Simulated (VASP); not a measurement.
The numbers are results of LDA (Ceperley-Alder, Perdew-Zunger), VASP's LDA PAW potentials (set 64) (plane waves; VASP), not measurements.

VASP ran on this input.

**INCAR**
```
ALGO  =  Normal
EDIFF  =  1E-6
EDIFFG  =  -0.02
ENCUT  =  620
IBRION  =  2
ISIF  =  3
ISMEAR  =  0
LASPH  =  .True.
LCHARG  =  .False.
LREAL  =  .False.
LWAVE  =  .False.
NELM  =  100
NSW  =  40
PREC  =  Accurate
PSTRESS  =  200
SIGMA  =  0.05
SYSTEM  =  SiC
```

File POSCAR:
```
SiC
1
    0.0000000000     2.1362889954     2.1362889954
    2.1362889954     0.0000000000     2.1362889954
    2.1362889954     2.1362889954     0.0000000000
Si C
1 1
Direct
  0.0000000000   0.0000000000   0.0000000000
  0.2500000000   0.2500000000   0.2500000000
```

**KPOINTS**
```
Automatic mesh
0
Gamma
11 11 11
0 0 0
```

POTCAR, in this order: Si C (LDA.64 set). Program: vasp_std.

What VASP printed:

OUTCAR:
```
 ion  position               nearest neighbor table
   1  0.000  0.000  0.000-   2 1.85   2 1.85   2 1.85   2 1.85
   2  0.250  0.250  0.250-   1 1.85   1 1.85   1 1.85   1 1.85
  LATTYP: Found a face centered cubic cell.
 ALAT       =     4.2725779908
 Subroutine PRICEL returns:
 Original cell was already a primitive cell.
 Subroutine GETGRP returns: Found 24 space group operations
The static configuration has the point symmetry T_d .
The dynamic configuration has the point symmetry T_d .
 Subroutine INISYM returns: Found 24 space group operations
 Subroutine IBZKPT returns following result:
 Found     56 irreducible k-points:

 Following reciprocal coordinates:
            Coordinates               Weight
  0.000000  0.000000  0.000000      1.000000
  0.090909  0.000000  0.000000      8.000000
  0.181818  0.000000  0.000000      8.000000
  0.272727  0.000000  0.000000      8.000000
  0.363636  0.000000  0.000000      8.000000
  0.454545  0.000000  0.000000      8.000000
  0.090909  0.090909  0.000000      6.000000
  0.181818  0.090909  0.000000     24.000000
  0.272727  0.090909  0.000000     24.000000
...
```

### OSZICAR
```
       N       E                     dE             d eps       ncg     rms          rms(c)
DAV:   1     0.665035225640E+01    0.66504E+01   -0.46007E+03   912   0.981E+02
DAV:   2    -0.183434313403E+02   -0.24994E+02   -0.23696E+02  1272   0.119E+02
DAV:   3    -0.188396261562E+02   -0.49619E+00   -0.49619E+00  1056   0.202E+01
DAV:   4    -0.188413893177E+02   -0.17632E-02   -0.17632E-02  1432   0.130E+00
DAV:   5    -0.188413906280E+02   -0.13103E-05   -0.13103E-05  1040   0.238E-02    0.972E+00
DAV:   6    -0.167345425079E+02    0.21068E+01   -0.86393E+00   984   0.169E+01    0.430E+00
DAV:   7    -0.166409532979E+02    0.93589E-01   -0.41383E-01  1392   0.456E+00    0.189E+00
DAV:   8    -0.166204487436E+02    0.20505E-01   -0.26017E-02   960   0.131E+00    0.177E-01
DAV:   9    -0.166202724773E+02    0.17627E-03   -0.87922E-04  1424   0.249E-01    0.897E-02
DAV:  10    -0.166202772149E+02   -0.47375E-05   -0.76214E-05  1008   0.643E-02    0.261E-02
DAV:  11    -0.166202773877E+02   -0.17287E-06   -0.22322E-06  1248   0.113E-02
   1 F= -.14186228E+02 E0= -.14186228E+02  d E =-.141862E+02
       N       E                     dE             d eps       ncg     rms          rms(c)
DAV:   1    -0.164298934236E+02    0.19038E+00   -0.22105E+00   944   0.134E+01    0.176E+00
DAV:   2    -0.163898520008E+02    0.40041E-01   -0.93878E-02  1048   0.213E+00    0.902E-01
DAV:   3    -0.163810112683E+02    0.88407E-02   -0.15733E-02  1136   0.883E-01    0.204E-01
DAV:   4    -0.163797748154E+02    0.12365E-02   -0.16597E-03  1008   0.264E-01    0.829E-02
DAV:   5    -0.163797278479E+02    0.46967E-04   -0.50454E-05  1248   0.582E-02    0.620E-02
DAV:   6    -0.163797248658E+02    0.29821E-05   -0.20937E-06  1136   0.140E-02    0.848E-03
DAV:   7    -0.163797243050E+02    0.56084E-06   -0.10651E-06   608   0.651E-03
   2 F= -.14154135E+02 E0= -.14154135E+02  d E =0.320924E-01
       N       E                     dE             d eps       ncg     rms          rms(c)
DAV:   1    -0.165772392736E+02   -0.19751E+00   -0.78699E-01   952   0.773E+00    0.105E+00
DAV:   2    -0.165625426664E+02    0.14697E-01   -0.36313E-02  1024   0.131E+00    0.549E-01
DAV:   3    -0.165593738837E+02    0.31688E-02   -0.53594E-03  1136   0.516E-01    0.139E-01
DAV:   4    -0.165588856116E+02    0.48827E-03   -0.67213E-04  1024   0.164E-01    0.438E-02
DAV:   5    -0.165588699235E+02    0.15688E-04   -0.18788E-05  1184   0.354E-02    0.342E-02
DAV:   6    -0.165588687517E+02    0.11717E-05   -0.77078E-07   856   0.876E-03    0.549E-03
DAV:   7    -0.165588684976E+02    0.25411E-06   -0.53023E-07   496   0.455E-03
   3 F= -.14207933E+02 E0= -.14207933E+02  d E =-.217054E-01
```

### OUTCAR
```
------------------------ aborting loop because EDIFF is reached ----------------------------------------
  FORCE on cell =-STRESS in cart. coord.  units (eV):
  Direction    XX          YY          ZZ          XY          YZ          ZX
  --------------------------------------------------------------------------------------
  Total        2.3322080      2.3322080      2.3322080      0.0000000      0.0000000      0.0000000
  in kB      198.4068255    198.4068255    198.4068255      0.0000000      0.0000000      0.0000000
  external PRESSURE =      -1.5931745 kB  Pullay stress =     200.0000000 kB
  volume of cell :       18.83
      direct lattice vectors                 reciprocal lattice vectors
    -0.000000000  2.111691250  2.111691250    -0.236777038  0.236777038  0.236777038
     2.111691250 -0.000000000  2.111691250     0.236777038 -0.236777038  0.236777038
     2.111691250  2.111691250  0.000000000     0.236777038  0.236777038 -0.236777038
  FREE ENERGIE OF THE ION-ELECTRON SYSTEM (eV)
  ---------------------------------------------------
  free  energy   TOTEN  =       -16.5588684976 eV

  energy  without entropy=      -16.5588684976  energy(sigma->0) =      -16.55886850
  enthalpy is  TOTEN    =       -14.2079332353 eV   P V=        2.3509352623

 reached required accuracy - stopping structural energy minimisation
```
(Selected blocks of OUTCAR.)

File CONTCAR:
```
SiC
   1.00000000000000
    -0.0000000000000000    2.1116912500696290    2.1116912500696290
     2.1116912500696290   -0.0000000000000000    2.1116912500696290
     2.1116912500696290    2.1116912500696290    0.0000000000000000
  Si              C
     1     1
Direct
     0.0000000000000000    0.0000000000000000    0.0000000000000000
     0.2500000000000000    0.2500000000000000    0.2500000000000000
```

Energy and stress use the plane-wave basis of the starting cell.

The compound is SiC in the zinc blende structure. This run relaxes it under an external pressure of 20 GPa. Symmetry was kept, so distortions that lower it aren't found.
